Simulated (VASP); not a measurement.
Input:

```xyz
2
Lattice="0.0000 2.2194 2.2194 2.2194 0.0000 2.2194 2.2194 2.2194 0.0000" Properties=species:S:1:pos:R:3 pbc="T T T"
Hf     0.0000     0.0000     0.0000
N      2.2194     2.2194     2.2194
```

The numbers are results of LDA (Ceperley-Alder, Perdew-Zunger), VASP's LDA PAW potentials (set 64) (plane waves; VASP), not measurements. Settings: 620 eV cut-off, 14×14×14 Γ-centred mesh, first-order Methfessel-Paxton smearing of 0.10 eV, potentials Hf_pv N.

**Question.** The ions, cell shape and volume at an external pressure of 10.0 GPa are relaxed. Which structure does the run end with?

**Answer.** 
```xyz
2
Lattice="0.0000 2.2086 2.2086 2.2086 0.0000 2.2086 2.2086 2.2086 0.0000" Properties=species:S:1:pos:R:3 pbc="T T T"
Hf     0.0000     0.0000     0.0000
N      2.2086     2.2086     2.2086
```
Space group Fm-3m (225), at a tolerance of 0.03 Å.

**Question.** How do energy and volume change from the first to the last step?

**Answer.** The energy (σ→0) changes by +7.4 meV/atom and the volume by -1.5 %, in 3 ionic steps.

```
step  E(σ→0) (eV)  max force (eV/Å)  pressure (GPa)  volume (Å³)
----  -----------  ----------------  --------------  -----------
1        -23.8611             0.000            4.97        21.87
2        -23.7694             0.000           23.33        20.80
3        -23.8464             0.000            9.93        21.55
```

The compound is HfN in the rock salt structure. This run relaxes it under an external pressure of 10 GPa. Symmetry was kept, so distortions that lower it aren't found. The electron count is odd and the run is not spin-polarised, which forces a metal.
